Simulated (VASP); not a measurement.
# AlSiGeN: structure and properties in VASP, part 3 of 6

Aim: relax AlSiGeN, then compute properties on the relaxed cell. The cell is invented: it takes the structure of a Materials Project entry for AlSiCN (space group 156 there), with some of its atoms replaced by other elements, volume scaled by an estimate. It may not be a known or stable phase.

VASP 6.6.1, plane waves and PAW; the level of theory is named at each step.

So far. Step 3 (Second relaxation): It ends with a largest force of 0.005 eV/Å and a pressure of 0.02 GPa. Step 4 (Single point with fields (PBEsol + D4)): In this run the pressure is 0.01 GPa, small enough to go on. The relaxed cell has a = 3.494, c = 5.780 Å (conventional setting).

### Step 5. Band structure (PBEsol + D4)

Level of this step: PBEsol with D4; plane waves and PAW (Ge_d, Si, Al, N); invented cell (VASP).

Levels along the symmetry lines show where the bands peak and cross; KPOINTS_OPT computes them in the converged potential.

INCAR reads:

```
SYSTEM = AlSiGeN
PREC = Accurate
ENCUT = 520
EDIFF = 1E-06
NELM = 100
ISMEAR = 0
SIGMA = 0.05
LREAL = .FALSE.
ALGO = Normal
GGA = PS
IVDW = 13
LORBIT = 11
LWAVE = .FALSE.
LCHARG = .FALSE.
KPAR = 2
```

POSCAR reads:

```
AlSiGeN
1.0
    3.4936646150     -0.0000000340      0.0000000000
   -1.7468328718      3.0256021432      0.0000000000
    0.0000000000      0.0000000000      5.7798579390
Ge Si Al N
1 1 1 1
Direct
    0.6666666700      0.3333333300      0.1248462710
    0.0000000000      0.0000000000      0.9429116601
    0.6666666700      0.3333333300      0.5528121568
    0.0000000000      0.0000000000      0.6294299119
```

KPOINTS reads:

```
Automatic mesh
0
Gamma
7 7 4
0 0 0
```

KPOINTS_OPT reads:

```
Line mode
16
Line-mode
Reciprocal
  0.00000000   0.00000000   0.00000000 GAMMA
  0.50000000   0.00000000   0.00000000 M

  0.50000000   0.00000000   0.00000000 M
  0.33333333   0.33333333   0.00000000 K

  0.33333333   0.33333333   0.00000000 K
  0.00000000   0.00000000   0.00000000 GAMMA

  0.00000000   0.00000000   0.00000000 GAMMA
  0.00000000   0.00000000   0.50000000 A

  0.00000000   0.00000000   0.50000000 A
  0.50000000   0.00000000   0.50000000 L

  0.50000000   0.00000000   0.50000000 L
  0.33333333   0.33333333   0.50000000 H

  0.33333333   0.33333333   0.50000000 H
  0.00000000   0.00000000   0.50000000 A

  0.50000000   0.00000000   0.50000000 L
  0.50000000   0.00000000   0.00000000 M

  0.33333333   0.33333333   0.00000000 K
  0.33333333   0.33333333   0.50000000 H
```

PAW data sets: Ge_d, Si, Al and N (PBE family, release 64).

Run with:

```
> mpirun -np 2 vasp_std
```

Output:

```text
[... set-up lines as in an earlier step ...]
 entering main loop
       N       E                     dE             d eps       ncg     rms          rms(c)
DAV:   1     0.167856941713E+03    0.16786E+03   -0.12770E+04  1000   0.286E+03
DAV:   2    -0.777789250650E+00   -0.16863E+03   -0.16468E+03  1016   0.525E+02
DAV:   3    -0.258133079134E+02   -0.25036E+02   -0.24734E+02  1142   0.140E+02
DAV:   4    -0.267258958056E+02   -0.91259E+00   -0.91111E+00  1223   0.280E+01
DAV:   5    -0.267395922545E+02   -0.13696E-01   -0.13693E-01  1311   0.388E+00    0.929E+00
DAV:   6    -0.247148774289E+02    0.20247E+01   -0.10918E+01  1040   0.166E+01    0.470E+00
DAV:   7    -0.245893552503E+02    0.12552E+00   -0.82898E-01  1193   0.674E+00    0.258E+00
DAV:   8    -0.245440216898E+02    0.45334E-01   -0.33620E-01  1305   0.384E+00    0.570E-01
DAV:   9    -0.245361991991E+02    0.78225E-02   -0.85292E-02  1241   0.194E+00    0.214E-01
DAV:  10    -0.245363227195E+02   -0.12352E-03   -0.56202E-03  1140   0.485E-01    0.955E-02
DAV:  11    -0.245363564695E+02   -0.33750E-04   -0.30615E-04  1313   0.137E-01    0.411E-02
DAV:  12    -0.245363586996E+02   -0.22301E-05   -0.26928E-05  1242   0.528E-02    0.147E-02
DAV:  13    -0.245363591896E+02   -0.48996E-06   -0.25709E-05  1299   0.311E-02    0.617E-03
DAV:  14    -0.245363587610E+02    0.42860E-06   -0.29514E-06   979   0.133E-02
   1 F= -.25264164E+02 E0= -.25263893E+02  d E =-.541409E-03
 Start KPOINTS_OPT (optional k-point list driver)
k-point batch [1-28\144]
       N       E                     dE             ncg
DAV:   1     0.507869434948E+03   -0.17564E+05     1030
DAV:   2    -0.392581546250E+04   -0.44337E+04     1032
DAV:   3    -0.451860044084E+04   -0.59278E+03     1229
DAV:   4    -0.453641044149E+04   -0.17810E+02     1176
DAV:   5    -0.453678582728E+04   -0.37539E+00     1382
DAV:   6    -0.453679548322E+04   -0.96559E-02     1212
DAV:   7    -0.453679614284E+04   -0.65963E-03     1560
DAV:   8    -0.453679614482E+04   -0.19733E-05     1029
DAV:   9    -0.453679614497E+04   -0.15506E-06     1104
[...]
k-point batch [141-144\144]
       N       E                     dE             ncg
DAV:   1     0.232604366710E+05   -0.39382E+04      136
DAV:   2     0.226220352642E+05   -0.63840E+03      144
DAV:   3     0.225367333511E+05   -0.85302E+02      186
DAV:   4     0.225346242143E+05   -0.21091E+01      144
DAV:   5     0.225345757276E+05   -0.48487E-01      191
DAV:   6     0.225345738513E+05   -0.18763E-02      160
DAV:   7     0.225345737179E+05   -0.13343E-03      208
DAV:   8     0.225345737175E+05   -0.39620E-06      143
```

Wall time 24 s (2 MPI ranks of Intel Xeon 6975P-C (Granite Rapids), shared host); peak memory 0.44 GiB; 47 s of CPU time.

Parts of OUTCAR (step 5):

```text
   NELECT =      26.0000    total number of electrons

 E-fermi :   7.4860

 k-point     1 :       0.0000    0.0000    0.0000
  band No.  band energies     occupation
    ...
      8      -1.1130      2.00000
      9       2.8966      2.00000
     10       2.8966      2.00000
     11       5.0833      2.00000
     12       6.1572      2.00000
     13       8.0612      0.00000
     14       8.0612      0.00000
     15      11.1666      0.00000
     16      11.1666      0.00000
     17      11.7189      0.00000

  DFT-D4 for vdW energy calculation

  Edisp (eV):   -0.72780

  Total       0.00060     0.00060     0.01385    -0.00000    -0.00000     0.00000
  in kB       0.01586     0.01586     0.36319    -0.00000    -0.00000     0.00000
  external pressure =        0.13 kB  Pullay stress =        0.00 kB

 POSITION                                       TOTAL-FORCE (eV/Angst)
 -----------------------------------------------------------------------------------
      1.74683      1.00853      0.72159        -0.000000     -0.000000      0.003070
      0.00000      0.00000      5.44990         0.000000      0.000000     -0.002674
      1.74683      1.00853      3.19518         0.000000     -0.000000     -0.004321
      0.00000      0.00000      3.63802        -0.000000      0.000000      0.003925
 -----------------------------------------------------------------------------------
    total drift:                               -0.000007      0.000005     -0.000089

  FREE ENERGIE OF THE ION-ELECTRON SYSTEM (eV)
  ---------------------------------------------------
  free  energy   TOTEN  =       -25.2641636201 eV

  energy  without entropy=      -25.2636222108  energy(sigma->0) =      -25.26389292

[... 8 parts as in an earlier step ...]

[... 9 further parts left out ...]
```

Spin-orbit coupling is off here; it would split degenerate levels.

Numbers from this step:

* bands: 17
* pressure: 0.01316 GPa

Electronic bands along the path, in eV, zero at the Fermi level; # counts the bands kept, so #1 is VASP's band 8:

```csv
point,#3,#4,#5,#6,#7,#8
Γ,-4.59,-2.40,-1.33,0.58,0.58,3.68
0.53 of the way,-5.06,-3.82,-2.82,-0.80,0.49,2.35
M,-6.07,-5.39,-3.74,-1.46,0.36,1.80
0.53 of the way,-6.28,-5.77,-3.71,-3.21,1.18,2.11
K,-6.57,-5.64,-4.23,-3.69,0.69,3.39
0.47 of the way,-5.66,-4.04,-3.00,-2.12,1.31,2.61
Γ,-4.59,-2.40,-1.33,0.58,0.58,3.68
0.47 of the way,-4.58,-3.79,-0.25,0.51,0.51,3.75
A,-4.57,-4.57,0.43,0.43,0.67,2.80
0.47 of the way,-4.93,-4.29,-3.05,-0.87,1.57,2.50
L,-5.31,-5.00,-2.61,-1.80,0.34,1.41
0.53 of the way,-6.25,-4.89,-3.73,-2.10,0.92,2.27
H,-6.98,-4.93,-4.61,-1.80,1.49,2.39
0.47 of the way,-5.50,-4.42,-3.05,-2.56,2.10,2.52
A,-4.57,-4.57,0.43,0.43,0.67,2.80
jump to L,-5.31,-5.00,-2.61,-1.80,0.34,1.41
0.47 of the way,-5.56,-5.35,-2.94,-1.66,0.15,1.29
M,-6.07,-5.39,-3.74,-1.46,0.36,1.80
jump to K,-6.57,-5.64,-4.23,-3.69,0.69,3.39
0.47 of the way,-7.12,-5.17,-4.55,-2.85,1.36,2.47
H,-6.98,-4.93,-4.61,-1.80,1.49,2.39
```

Of the projections kept (Ge, Si, Al, N), the largest for each band there; the rest of the weight can lie on other orbitals:

```csv
point,#3,#4,#5,#6,#7,#8
Γ,N 0.89,N 0.54,Al 0.42,Ge 0.63,Ge 0.63,Si 0.46
M,N 0.42,N 0.78,Ge 0.55,Ge 0.56,Al 0.45,N 0.47
K,N 0.45,N 0.53,Ge 0.48,Ge 0.62,Ge 0.48,N 0.60
Γ,N 0.89,N 0.54,Al 0.42,Ge 0.63,Ge 0.63,Si 0.46
A,N 0.90,N 0.90,Ge 0.63,Ge 0.63,Al 0.45,N 0.44
L,N 0.81,N 0.58,Ge 0.54,Ge 0.59,N 0.30,Ge 0.46
```

The electronic bands as a text plot (rows in eV, shown from -8.0 to 1.3 only):

```
    1.1 |         **   *  *         *  *     *         *  *   *
    0.7 |*    *  *  ***       *** **    **  *           *    *
    0.3 |** ** **            *   ***      **           ******
   -0.1 |  *               ***      *
   -0.5 | * *               *   *    *                **
   -0.8 | *  *             * * *    * *
   -1.2 |*    **              *        *             *
   -1.6 |       **        * *           ***    *      *  ****
   -2.0 |  *                         *     * ** **  *           *
   -2.4 |***      *      * ****             *      * *         *
   -2.8 |   **          * **   *         ****     *      **
   -3.2 |   * *    *     *            ***          **      *  *
   -3.5 |      ********** *     *                 *         **
   -3.9 |    *      * **                     *
   -4.3 |            *              ***       * ** ****      **
   -4.7 |***             *  ********** *     ******   ***      **
   -5.1 | * ***         *  * *        *******  *    **   *    *
   -5.5 |      ***  ****  * *     **      **       *    ******
   -5.9 |  *   *****     * *        *       *     *    *   *
   -6.3 |   *      *   **          *****     *     ******   *
   -6.6 |    *      *** ***       *  *        * ***  **      *
   -7.0 |     **********              * *      *           ******
   -7.4 |                        *     * *       * **     *    *
   -7.8 |    **      ******               ******* *      *   *  *
         Γ      M    K        Γ   A       L    H       A|L M|K  H
```

There is no gap at this level.

### Step 6. Density of states (PBEsol + D4)

A density of states needs more k-points than a total energy; ISMEAR = -5 takes tetrahedra, and LORBIT projects the states on the PAW spheres. The mesh is finer than in the run before.

INCAR, as its differences from that of step 5:

```diff
@@ -5,3 +5,3 @@
 NELM = 100
-ISMEAR = 0
+ISMEAR = -5
 SIGMA = 0.05
@@ -15 +15,2 @@
 KPAR = 2
+NEDOS = 2001
```

POSCAR is that of step 5.

KPOINTS reads:

```
Automatic mesh
0
Gamma
11 11 6
0 0 0
```

Run with:

```
> mpirun -np 2 vasp_std
```

Output:

```text
[... set-up lines as in an earlier step ...]
 entering main loop
       N       E                     dE             d eps       ncg     rms          rms(c)
DAV:   1     0.165562473543E+03    0.16556E+03   -0.12923E+04  3039   0.285E+03
DAV:   2    -0.224158989673E+01   -0.16780E+03   -0.16458E+03  3113   0.536E+02
DAV:   3    -0.259082896007E+02   -0.23667E+02   -0.23393E+02  3500   0.137E+02
DAV:   4    -0.267244168538E+02   -0.81613E+00   -0.81416E+00  3633   0.271E+01
DAV:   5    -0.267399608868E+02   -0.15544E-01   -0.15551E-01  3911   0.404E+00    0.928E+00
DAV:   6    -0.247110833514E+02    0.20289E+01   -0.10838E+01  3161   0.164E+01    0.470E+00
DAV:   7    -0.245821211447E+02    0.12896E+00   -0.90240E-01  3644   0.685E+00    0.254E+00
DAV:   8    -0.245462882439E+02    0.35833E-01   -0.22096E-01  3922   0.335E+00    0.546E-01
DAV:   9    -0.245392849872E+02    0.70033E-02   -0.54443E-02  3708   0.156E+00    0.215E-01
DAV:  10    -0.245391553654E+02    0.12962E-03   -0.49496E-03  3272   0.472E-01    0.779E-02
DAV:  11    -0.245391720225E+02   -0.16657E-04   -0.40400E-04  3695   0.169E-01    0.384E-02
DAV:  12    -0.245391871605E+02   -0.15138E-04   -0.41433E-05  3482   0.414E-02    0.809E-03
DAV:  13    -0.245392065093E+02   -0.19349E-04   -0.83585E-06  3699   0.235E-02    0.398E-03
DAV:  14    -0.245392020537E+02    0.44556E-05   -0.17485E-06  2092   0.904E-03    0.814E-04
DAV:  15    -0.245392022729E+02   -0.21927E-06   -0.22230E-07  1562   0.422E-03
   1 F= -.25267007E+02 E0= -.25267007E+02  d E =0.000000E+00
 -----------------------------------------------------------------------------
|                                                                             |
|           W    W    AA    RRRRR   N    N  II  N    N   GGGG   !!!           |
|           W    W   A  A   R    R  NN   N  II  NN   N  G    G  !!!           |
|           W    W  A    A  R    R  N N  N  II  N N  N  G       !!!           |
|           W WW W  AAAAAA  RRRRR   N  N N  II  N  N N  G  GGG   !            |
|           WW  WW  A    A  R   R   N   NN  II  N   NN  G    G                |
|           W    W  A    A  R    R  N    N  II  N    N   GGGG   !!!           |
|                                                                             |
|     Tetrahedron method does not include variations of the Fermi             |
|     occupations, so forces and stress will be inaccurate. We suggest        |
|     using a different smearing scheme ISMEAR = 1 or 2 for metals in         |
|     relaxations.                                                            |
|                                                                             |
 -----------------------------------------------------------------------------
```

The job ended after 20 s (2 MPI ranks; peak memory 0.5 GiB; 38 s of CPU time).

From OUTCAR (step 6):

```text
   k-points           NKPTS =     84   k-points in BZ     NKDIM =     84   number of bands    NBANDS=     17

   NELECT =      26.0000    total number of electrons

 E-fermi :   7.6206

 k-point     1 :       0.0000    0.0000    0.0000
  band No.  band energies     occupation
    ...
      8      -1.1134      2.00000
      9       2.8973      2.00000
     10       2.8973      2.00000
     11       5.0826      2.00000
     12       6.1579      2.00000
     13       8.0557      0.41400
     14       8.0557      0.00000
     15      11.1646      0.00000
     16      11.1646      0.00000
     17      11.7152      0.00000

  DFT-D4 for vdW energy calculation

  Edisp (eV):   -0.72780

  Total      -0.01796    -0.01796     0.01249     0.00000    -0.00000     0.00000
  in kB      -0.47096    -0.47096     0.32747     0.00000    -0.00000     0.00000
  external pressure =       -0.20 kB  Pullay stress =        0.00 kB

 POSITION                                       TOTAL-FORCE (eV/Angst)
 -----------------------------------------------------------------------------------
      1.74683      1.00853      0.72159        -0.000000      0.000000      0.030699
      0.00000      0.00000      5.44990        -0.000000     -0.000000     -0.044730
      1.74683      1.00853      3.19518         0.000000      0.000000     -0.005858
      0.00000      0.00000      3.63802         0.000000     -0.000000      0.019888
 -----------------------------------------------------------------------------------
    total drift:                               -0.000007      0.000005     -0.000257

  FREE ENERGIE OF THE ION-ELECTRON SYSTEM (eV)
  ---------------------------------------------------
  free  energy   TOTEN  =       -25.2670071320 eV

  energy  without entropy=      -25.2670071320  energy(sigma->0) =      -25.26700713

[... 6 parts as in an earlier step ...]

[... 10 further parts left out ...]
```

With tetrahedra the forces and stress of a metal are not exact derivatives of the energy.

Numbers from this step:

| Item | Value |
| --- | --- |
| SCF cycles | 15 |
| irreducible k-points | 84 |
| free energy (TOTEN) | -25.27 eV |
| Fermi energy | 7.621 eV |
| pressure | -0.02048 GPa |
| DOS at the Fermi level | 0.3812 states/eV/cell |

The density of states has structure finer than the step of the table below, so its rows give means over 0.5 eV, whole bins alone (the curve runs from -12.0 to 3.42 eV). Peaks (eV: height): total -5.50: 3.03, -5.13: 2.94, 2.27: 2.98, 3.19: 3.07; Ge p -5.07: 0.232, -3.09: 0.607, -2.44: 0.449, -0.51: 0.194; N p -8.14: 0.541, -7.00: 0.581, -5.50: 1.03, -5.13: 0.994; Si p -5.07: 0.240, -3.09: 0.190, -2.44: 0.174, 3.19: 0.172; Si s -10.41: 0.118, -8.46: 0.408, 3.19: 0.122.

States under -12.0 eV and over 3.4 eV are left out. The density of states by energy, zero at the Fermi level; means over each step; values in states/eV/cell:

```csv
energy (eV),total,Ge p,N p,Si p,Si s,Ge s
-11.5,0.587,0.0154,0.00645,0.0198,0.0774,0.205
-11.0,0.661,0.0184,0.00974,0.0273,0.0770,0.236
-10.5,0.986,0.0224,0.0219,0.0503,0.0871,0.373
-10.0,0.586,0.0111,0.0163,0.0352,0.0343,0.235
-9.5,0.0410,7.9e-4,0.00101,0.00276,0.00180,0.0179
-9.0,2.4e-4,1.7e-5,3.8e-5,8.2e-6,2.9e-5,1.8e-6
-8.5,1.63,0.109,0.267,0.0439,0.236,0.0207
-8.0,1.92,0.0895,0.382,0.0529,0.184,0.0628
-7.5,1.14,0.0514,0.222,0.0327,0.0676,0.114
-7.0,1.94,0.0521,0.465,0.0660,0.0900,0.211
-6.5,1.60,0.0386,0.465,0.0722,0.0440,0.0992
-6.0,1.51,0.0784,0.457,0.0897,0.0129,0.0264
-5.5,2.61,0.163,0.853,0.181,0.0281,0.0291
-5.0,2.19,0.160,0.732,0.162,0.0367,0.0317
-4.5,0.853,0.132,0.137,0.0663,0.0450,0.0357
-4.0,0.806,0.155,0.0904,0.0728,0.0282,0.0306
-3.5,1.47,0.317,0.158,0.119,0.0211,0.0409
-3.0,2.13,0.479,0.312,0.153,0.0228,0.0425
-2.5,1.44,0.367,0.161,0.144,0.0156,0.0207
-2.0,1.02,0.284,0.0662,0.157,0.0121,0.0120
-1.5,0.688,0.194,0.0342,0.116,0.00825,0.00715
-1.0,0.497,0.135,0.0218,0.0820,0.00593,0.00458
-0.5,0.406,0.114,0.0148,0.0682,0.00358,0.00465
0.0,0.482,0.0748,0.0268,0.0494,0.00262,0.00519
0.5,1.31,0.0478,0.0725,0.0547,0.0169,0.0122
1.0,1.66,0.0571,0.107,0.0627,0.0308,0.0156
1.5,1.07,0.0468,0.0690,0.0377,0.0460,0.0239
2.0,1.38,0.0578,0.103,0.0542,0.0607,0.0482
2.5,1.96,0.0698,0.174,0.0747,0.0743,0.0690
3.0,2.32,0.0993,0.245,0.101,0.0904,0.0989
```

The finer mesh and the other smearing move the Fermi level by +0.13 eV from the 7×7×4 run, one measure of the sampling error in the zero of the bands above.

[end of part 3 of 6]

[Lines on the potential files, build, host, timing and source positions are cut from VASP's logs without a mark.]

[Logs are printed without paths, hosts, clocks, repeated set-up lines and the standing remarks that a program may print on its own settings, such as how far it seeks lower states.]

[Hosts, paths, dates, database ids (printed as entryN), source tags and the programs' standing remarks are cut or masked in the printed files.]

[A measured line is paired with the nearest computed mode of its activity, which favours agreement.]
